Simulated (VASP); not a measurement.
Set up this calculation in VASP 6.6.1, as the native input.

```yaml
Task: relaxation of cell and atoms
Functional: PBE
Potentials_or_basis: VASP PAW PBE potentials, release 64 (Ga_d, Sn_d)
Cutoff: 600 eV
k_mesh: 8 × 8 × 8
Occupations: methfessel-paxton, width 0.2 eV
Spin: no spin polarisation
Further_INCAR_settings: ALGO = Fast; EDIFF = 1e-06; IBRION = 2; EDIFFG = -0.01; NSW = 40; ISIF = 3
```

The structure of GaSn lies in POSCAR:

```
GaSn
1.0
    0.0000000000      2.9028814200      3.0982155700
    2.7292512900      0.0000000000      3.0982155700
    2.7292512900      2.9028814200      0.0000000000
Ga Sn
1 1
Direct
    0.5000000000      0.5000000000      0.5000000000
    0.0000000000      0.0000000000      0.0000000000
```

The cell was built by a generator and needn't be a form met in nature.

These files were run (other wordings do the same):

INCAR

```
ALGO     = Fast           # electronic algorithm
EDIFF    = 1E-6           # SCF threshold, eV
EDIFFG   = -0.01          # ionic threshold
ENCUT    = 600            # plane-wave cutoff, eV
GGA      = PE             # functional
IBRION   = 2              # ionic algorithm
ISIF     = 3              # what is computed and relaxed
ISMEAR   = 1              # smearing method
LASPH    = True           # aspherical terms in the spheres
LCHARG   = False          # write CHGCAR
LREAL    = False          # projectors in reciprocal space
LWAVE    = False          # write WAVECAR
NELM     = 60             # most SCF steps
NSW      = 40             # ionic steps
PREC     = Accurate       # precision mode
SIGMA    = 0.2            # smearing width, eV
```

KPOINTS

```
k-points
0
Gamma
  8 8 8
```

Potentials or basis: VASP PAW PBE potentials, release 64 (Ga_d, Sn_d).

Command:

```console
$ cat potpaw_PBE.64/Ga_d/POTCAR potpaw_PBE.64/Sn_d/POTCAR > POTCAR
$ mpirun -np 1 vasp_std > vasp.out
```

It gave:

- Relaxed volume: 24.48 Å³/atom
- Relaxed cell: a = 4.106 Å, b = 4.106 Å, c = 4.106 Å, α = 60.00°, β = 60.00°, γ = 60.00°
- Space group after relaxing (to 0.05 Å): Fm-3m (No. 225)
- Energy gained by relaxing: 59.1 meV/atom
- Ionic steps: 14
- Pressure after relaxing: 0.0 GPa
- Band gap on the k mesh: none (metal or under the smearing width)

Run time: 9.2 min on 1 thread of Intel(R) Xeon(R) Platinum 8488C (Sapphire Rapids) (shared host), peak memory 0.28 GiB.
